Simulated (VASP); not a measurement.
A run of VASP 6.6.1 is set up as follows.

Contents of INCAR:

```
SYSTEM = GeH3N
PREC = Accurate
ENCUT = 520
EDIFF = 1E-6
ISMEAR = 0
SIGMA = 0.01
LREAL = .FALSE.
LASPH = .TRUE.
NELM = 100
ALGO = Normal
ISIF = 2
LWAVE = .FALSE.
LCHARG = .TRUE.
GGA = PE
IVDW = 2
LORBIT = 11
LELF = .TRUE.
LVHAR = .TRUE.
LVACPOTAV = .TRUE.
```

The input KPOINTS:

```
Automatic mesh
0
G
  1 1 1
  0 0 0
```

Contents of POSCAR:

```
GeH3N
1.0
   11.0000000000      0.0000000000      0.0000000000
    0.0000000000     13.0000000000      0.0000000000
    0.0000000000      0.0000000000     10.0000000000
N Ge H
1 1 3
Direct
    0.4933636400      0.4439384600      0.5154400000
    0.5909000000      0.5559076900      0.5316800000
    0.5174272700      0.3747230800      0.5522300000
    0.4114636400      0.4425615400      0.4704500000
    0.4964363600      0.6285076900      0.4545700000
```

Potentials or basis: VASP PAW PBE potentials, release 64 (N, Ge_d, H).

Launch:

```sh
$ cat potpaw_PBE.64/N/POTCAR potpaw_PBE.64/Ge_d/POTCAR potpaw_PBE.64/H/POTCAR > POTCAR
$ mpirun -np 1 vasp_gam > vasp.out
```

Task: What does it give for the Hirshfeld charges?

Result: N -0.27; Ge +0.19; H +0.11, -0.13 e.

Task: Predict the dispersion energy per atom.

Result: -0.001 eV.

Task: What does it give for the largest force?

Result: 0.418 eV/Å.

Task: What does it give for the gap between the frontier levels?

Result: 3.08 eV.

Forces in eV/Å, atoms in the order of the input:
```
N    0.001  0.056 -0.016
Ge   0.337  0.221  0.112
H    0.092 -0.317  0.129
H   -0.334 -0.030 -0.160
H   -0.095  0.070 -0.065
```

Expect the measured gap to be larger: semilocal functionals such as PBE lack the derivative discontinuity.
